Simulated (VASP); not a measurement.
Consider the following.

```yaml
crystal:
  lattice:
    - [3.52222, 0.00000, 0.00000]
    - [0.00000, 3.52222, 0.00000]
    - [0.00000, 0.00000, 3.52222]
  atoms:
    - { symbol: Al, position: [0.00000, 0.00000, 0.00000] }
    - { symbol: Ni, position: [0.00000, 0.50000, 0.50000], spin: 0.3 }
    - { symbol: Ni, position: [0.50000, 0.00000, 0.50000], spin: 0.3 }
    - { symbol: Ni, position: [0.50000, 0.50000, 0.00000], spin: 0.3 }
```

These are PBE GGA with D3 dispersion (zero damping), VASP's PBE PAW potentials (set 64) (plane waves; VASP) values and carry that method's errors. Run with 520 eV cut-off, 10×10×10 Γ-centred mesh, tetrahedra with Blöchl corrections, potentials Al Ni.

Problem. Estimate the cell moment, energy per atom (σ→0), band gap (on the k-mesh) with the smallest direct gap where there is one.

Solution. 
- band gap (on the k-mesh) = none (metal, semimetal or under 0.01 eV)
- cell moment = 0.70 μB
- energy per atom (σ→0) = -5.860 eV/atom

Problem. Give the moment on each site (PAW-sphere projection).

Solution. 
```
site  moment (μB)
----  -----------
Al1         -0.01
Ni2          0.25
Ni3          0.25
Ni4          0.25
```

The absolute energy has meaning only against runs of the same code, potentials and settings.

The compound is Ni3Al in the L1_2 structure. It was relaxed first.
